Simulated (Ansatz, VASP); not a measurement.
# Ta2TiGeN4 in two plane-wave programs

Wanted: the spread between two codes on one cell, functional and k mesh. The cell is invented: As first built, before any earlier steps moved the atoms (in the runner's words): it takes the TaTiN2 structure with some of its atoms replaced by other elements, volume scaled by an estimate. It may not be a known or stable phase. The cell is taken from a series of VASP runs on this material, whose earlier steps may have relaxed, scaled or displaced it; both programs get it as it stands.

Method: plane waves, with VASP 6.6.1 beside it; relaxation of cell and atoms at PBE, in Ansatz 0.2.0.

**1. Set-up**

Symmetry: I4/mmm, No. 139, tetragonal system. The conventional cell has a = 4.429 Å, b = 4.429 Å, c = 8.785 Å, α = 90.00°, β = 90.00°, γ = 90.00°. Nearest to Ta lie 6 N at 2.20 to 2.21 Å. Nearest to Ge lie 6 N at 2.16 to 2.21 Å. Nearest to Ti lie 6 N at 2.21 to 2.23 Å. Nearest to N lie 2 Ta at 2.20 Å and 2 Ge at 2.21 Å and 2 Ti at 2.21 Å. N has 1 Ge at 2.16 Å and 4 Ta at 2.21 Å and 1 Ti at 2.23 Å nearest. As first built, before any earlier steps moved the atoms (in the runner's words): sites of the TaTiN2 structure (space group 123) filled with other elements, volume scaled by an estimate. Farther neighbours and most contacts between anions are not listed.

Coordinates:

```cif
data_structure
_symmetry_space_group_name_H-M 'P 1'
_symmetry_Int_Tables_number 1
_cell_length_a 5.3946
_cell_length_b 5.3946
_cell_length_c 5.3946
_cell_angle_alpha 131.527
_cell_angle_beta 131.527
_cell_angle_gamma 70.978
_cell_volume 86.16
loop_
_atom_site_label
_atom_site_type_symbol
_atom_site_fract_x
_atom_site_fract_y
_atom_site_fract_z
_atom_site_occupancy
Ta1 Ta 0.25000 0.75000 0.50000 1
Ta2 Ta 0.75000 0.25000 0.50000 1
Ge3 Ge 0.50000 0.50000 0.00000 1
Ti4 Ti 0.00000 0.00000 0.00000 1
N5 N 0.50000 0.00000 0.50000 1
N6 N 0.00000 0.50000 0.50000 1
N7 N 0.74590 0.74590 0.00000 1
N8 N 0.25410 0.25410 0.00000 1
```

**2. VASP: relaxation of cell and atoms, PBE**

The relaxed volume is the usual yardstick between codes: its relative difference is about their pressure difference at one cell divided by the bulk modulus.

Lines of VASP's logs that name or quote its potential files are left out, and so is its time.

The input, INCAR:

```
SYSTEM = Ta2TiGeN4
PREC = Accurate
ENCUT = 520
EDIFF = 1E-06
NELM = 100
ISMEAR = -1
SIGMA = 0.05
LREAL = .FALSE.
ALGO = Normal
GGA = PE
LORBIT = 11
LWAVE = .FALSE.
LCHARG = .FALSE.
KPAR = 4
IBRION = 2
NSW = 60
ISIF = 3
EDIFFG = -0.01
```

The input, POSCAR:

```
Ta2TiGeN4
1.0
   -2.2145311916      2.2145311916      4.3924540087
    2.2145311916     -2.2145311916      4.3924540087
    2.2145311916      2.2145311916     -4.3924540087
Ta Ge Ti N
2 1 1 4
Direct
    0.2500000000      0.7500000000      0.5000000000
    0.7500000000      0.2500000000      0.5000000000
    0.5000000000      0.5000000000      0.0000000000
    0.0000000000      0.0000000000      0.0000000000
    0.5000000000      0.0000000000      0.5000000000
    0.0000000000      0.5000000000      0.5000000000
    0.7459006970      0.7459006970      0.0000000000
    0.2540993030      0.2540993030      0.0000000000
```

The input, KPOINTS:

```
Automatic mesh
0
Gamma
7 7 7
0 0 0
```

Potentials, in the order of the species: Ta_pv, Ge_d, Ti_sv and N (PBE family, release 64).

Run with:

```sh
mpirun -np 4 vasp_std
```

Numbers of over 12 decimals in the logs are rounded to 6 here.

The log of the run:

```text
[banner, memory and clock lines left out]
running    4 mpi-ranks, on    1 nodes
 distrk:  each k-point on    1 cores,    4 groups
 distr:  one band on    1 cores,    1 groups

 POSCAR found type information on POSCAR TaGeTiN
 POSCAR found :  4 types and       8 ions
 LDA part: xc-table for (Slater+PW92), standard interpolation
 POSCAR, INCAR and KPOINTS ok, starting setup
 FFT: planning ... GRIDC
 FFT: planning ... GRID_SOFT
 FFT: planning ... GRID
 WAVECAR not read
 entering main loop
       N       E                     dE             d eps       ncg     rms          rms(c)
DAV:   1     0.798186539177E+03    0.79819E+03   -0.34817E+04  3912   0.309E+03
DAV:   2     0.434958450102E+02   -0.75469E+03   -0.73384E+03  3248   0.800E+02
DAV:   3    -0.785927222053E+02   -0.12209E+03   -0.12014E+03  4304   0.208E+02
DAV:   4    -0.872547400166E+02   -0.86620E+01   -0.84321E+01  4400   0.554E+01
DAV:   5    -0.875657129355E+02   -0.31097E+00   -0.30851E+00  4736   0.975E+00    0.361E+01
DAV:   6    -0.765297436456E+02    0.11036E+02   -0.11350E+02  4504   0.525E+01    0.207E+01
DAV:   7    -0.771881597577E+02   -0.65842E+00   -0.94195E+01  4656   0.561E+01    0.133E+01
DAV:   8    -0.752670255851E+02    0.19211E+01   -0.79180E+00  4040   0.140E+01    0.914E+00
DAV:   9    -0.756426603468E+02   -0.37563E+00   -0.17780E+01  4464   0.169E+01    0.947E+00
DAV:  10    -0.747273550960E+02    0.91531E+00   -0.12479E+01  4480   0.241E+01    0.213E+00
DAV:  11    -0.746811144906E+02    0.46241E-01   -0.42435E-01  4176   0.285E+00    0.145E+00
DAV:  12    -0.746500806293E+02    0.31034E-01   -0.10726E-01  4672   0.146E+00    0.540E-01
DAV:  13    -0.746484405265E+02    0.16401E-02   -0.65461E-02  4760   0.113E+00    0.429E-01
DAV:  14    -0.746463066888E+02    0.21338E-02   -0.15880E-02  4528   0.625E-01    0.512E-02
DAV:  15    -0.746464230642E+02   -0.11638E-03   -0.17862E-03  4384   0.213E-01    0.115E-01
DAV:  16    -0.746462896917E+02    0.13337E-03   -0.35229E-04  4432   0.910E-02    0.510E-02
DAV:  17    -0.746462584652E+02    0.31226E-04   -0.84358E-05  4624   0.418E-02    0.184E-02
DAV:  18    -0.746462543015E+02    0.41637E-05   -0.41559E-05  4760   0.278E-02    0.699E-03
DAV:  19    -0.746462540663E+02    0.23517E-06   -0.13889E-06  2760   0.753E-03
   1 F= -.74646254E+02 E0= -.74631627E+02  d E =-.746463E+02
 curvature:   0.00 expect dE= 0.000E+00 dE for cont linesearch  0.000E+00
 trial: gam= 0.00000 g(F)=  0.376E-05 g(S)=  0.296E-05 ort = 0.000E+00 (trialstep = 0.100E+01)
 search vector abs. value=  0.672E-05
 reached required accuracy - stopping structural energy minimisation
```

OUTCAR, selected parts (step 2):

```text
ion  position               nearest neighbor table
   1  0.250  0.750  0.500-   5 2.20   6 2.20   8 2.21   7 2.21   8 2.21   7 2.21   4 3.12   3 3.12
                             3 3.12   4 3.12   4 3.12   4 3.12   3 3.12   3 3.12   2 3.13   2 3.13
   2  0.750  0.250  0.500-   5 2.20   6 2.20   8 2.21   7 2.21   8 2.21   7 2.21   4 3.12   3 3.12
                             3 3.12   4 3.12   4 3.12   3 3.12   3 3.12   4 3.12   1 3.13   1 3.13
   3  0.500  0.500  0.000-   7 2.16   8 2.16   5 2.21   6 2.21   5 2.21   6 2.21   1 3.12   2 3.12
                             1 3.12   2 3.12   1 3.12   1 3.12   2 3.12   2 3.12
   4  0.000  0.000  0.000-   5 2.21   6 2.21   6 2.21   5 2.21   7 2.23   8 2.23   1 3.12   2 3.12
                             1 3.12   2 3.12   2 3.12   2 3.12   1 3.12   1 3.12
   5  0.500  0.000  0.500-   1 2.20   2 2.20   3 2.21   4 2.21   3 2.21   4 2.21
   6  0.000  0.500  0.500-   1 2.20   2 2.20   3 2.21   4 2.21   4 2.21   3 2.21
   7  0.746  0.746  0.000-   3 2.16   2 2.21   1 2.21   1 2.21   2 2.21   4 2.23
   8  0.254  0.254  0.000-   3 2.16   2 2.21   1 2.21   1 2.21   2 2.21   4 2.23

  LATTYP: Found a body centered tetragonal cell.
 ALAT       =     4.4290623832
 C/A-ratio  =     1.9834690183

 Subroutine GETGRP returns: Found 16 space group operations
 (whereof 16 operations were pure point group operations)

The static configuration has the point symmetry D_4h.

 Found     40 irreducible k-points:

   k-points           NKPTS =     40   k-points in BZ     NKDIM =     40   number of bands    NBANDS=     40

   dimension x,y,z NGX =    40 NGY =   40 NGZ =   40
   dimension x,y,z NGXF=    80 NGYF=   80 NGZF=   80

   ENCUT  =  520.0 eV  38.22 Ry    6.18 a.u.  10.03 10.03 10.03*2*pi/ulx,y,z

   NELECT =      68.0000    total number of electrons

 k-points in reciprocal lattice and weights: Automatic mesh
   0.00000000  0.00000000  0.00000000       0.003
   0.14285714 -0.00000000  0.00000000       0.023
   0.28571429 -0.00000000  0.00000000       0.023
   0.42857143 -0.00000000  0.00000000       0.023
   0.14285714  0.14285714  0.00000000       0.023
   0.28571429  0.14285714  0.00000000       0.047
   0.42857143  0.14285714  0.00000000       0.047
  -0.42857143  0.14285714 -0.00000000       0.047
  -0.28571429  0.14285714 -0.00000000       0.047
[...]
-0.42857143  0.42857143  0.42857143       0.012
  -0.42857143 -0.42857143  0.42857143       0.006

 average (electrostatic) potential at core
       1 -34.8861       2 -34.8861       3 -70.4986       4 -72.3746       5 -60.5086
       6 -60.5086       7 -60.8276       8 -60.8276

 E-fermi :   9.5826

 k-point     1 :       0.0000    0.0000    0.0000
  band No.  band energies     occupation
    ...
     32       6.5540      2.00000
     33       7.2067      2.00000
     34       8.7546      2.00000
     35       8.7546      2.00000
     36       9.5832      0.99399
     37      10.0534      0.00016
     38      10.0534      0.00016
     39      10.3641      0.00000
     40      10.8376      0.00000

 k-point     2 :       0.1429   -0.0000    0.0000
  band No.  band energies     occupation
    ...
     31       6.1757      2.00000
     32       6.7428      2.00000
     33       7.4789      2.00000
     34       8.6374      2.00000
     35       9.1499      1.99965
     36       9.7753      0.04150
     37       9.9723      0.00082
     38      10.0774      0.00010
     39      10.7185      0.00000
     40      11.3744      0.00000

 k-point     3 :       0.2857   -0.0000    0.0000
  band No.  band energies     occupation
    ...
     30       5.5880      2.00000
     31       5.7033      2.00000
     32       7.7685      2.00000
     33       8.0095      2.00000
     34       8.4091      2.00000
     35       9.7536      0.06334
     36       9.9584      0.00109
     37      10.2366      0.00000
     38      10.4655      0.00000
     39      11.0155      0.00000
    ...

  Total       -0.0088455     -0.0088455      0.0183041      0.0000000      0.0000000      0.0000000
  in kB       -0.1644754     -0.1644754      0.3403525      0.0000000      0.0000000      0.0000000
  external PRESSURE =       0.0038006 kB  Pullay stress =       0.0000000 kB

  energy-cutoff  :      520.00
  volume of cell :       86.16
      direct lattice vectors                 reciprocal lattice vectors
    -2.214531192  2.214531192  4.392454009     0.000000000  0.225781421  0.113831585
     2.214531192 -2.214531192  4.392454009     0.225781421  0.000000000  0.113831585
     2.214531192  2.214531192 -4.392454009     0.225781421  0.225781421  0.000000000

 POSITION                                       TOTAL-FORCE (eV/Angst)
 -----------------------------------------------------------------------------------
      2.21453      0.00000      2.19623        -0.000000     -0.000000     -0.000000
      0.00000      2.21453      2.19623        -0.000000     -0.000000     -0.000000
      0.00000      0.00000      4.39245        -0.000000     -0.000000     -0.000000
      0.00000      0.00000      0.00000        -0.000000     -0.000000     -0.000000
      0.00000      2.21453      0.00000        -0.000000     -0.000000     -0.000000
      2.21453      0.00000      0.00000        -0.000000     -0.000000     -0.000000
      0.00000      0.00000      6.55267         0.000000      0.000000      0.006242
      0.00000      0.00000      2.23224         0.000000      0.000000     -0.006242
 -----------------------------------------------------------------------------------
    total drift:                               -0.000000     -0.000000      0.000000

  FREE ENERGIE OF THE ION-ELECTRON SYSTEM (eV)
  ---------------------------------------------------
  free  energy   TOTEN  =       -74.6462540663 eV

  energy  without entropy=      -74.6170005931  energy(sigma->0) =      -74.63162733

 reached required accuracy - stopping structural energy minimisation

 total charge
# of ion       s       p       d       tot
------------------------------------------
    1        0.279   6.217   2.326   8.822
    2        0.279   6.217   2.326   8.822
    3        1.352   0.824  10.191  12.367
    4        2.151   6.155   1.961  10.268
    5        1.263   2.430   0.000   3.693
    6        1.263   2.430   0.000   3.693
    7        1.243   2.484   0.000   3.727
    8        1.243   2.484   0.000   3.727
--------------------------------------------------
tot          9.071  29.241  16.805  55.117

[... 3 further parts left out ...]
```

This run has no spin polarisation, so a moment on Ti, if there is one, isn't seen. The run keeps the 16 symmetry operations of its start, so it cannot find a distortion of lower symmetry.

[end of part 1 of 2]

[Lines on the potential files, build, host, timing and source positions are cut from VASP's logs without a mark.]

[Logs are printed without paths, hosts, clocks, repeated set-up lines and the standing remarks that a program may print on its own settings, such as how far it seeks lower states.]

[Hosts, paths, dates, database ids (printed as entryN), source tags and the programs' standing remarks are cut or masked in the printed files.]
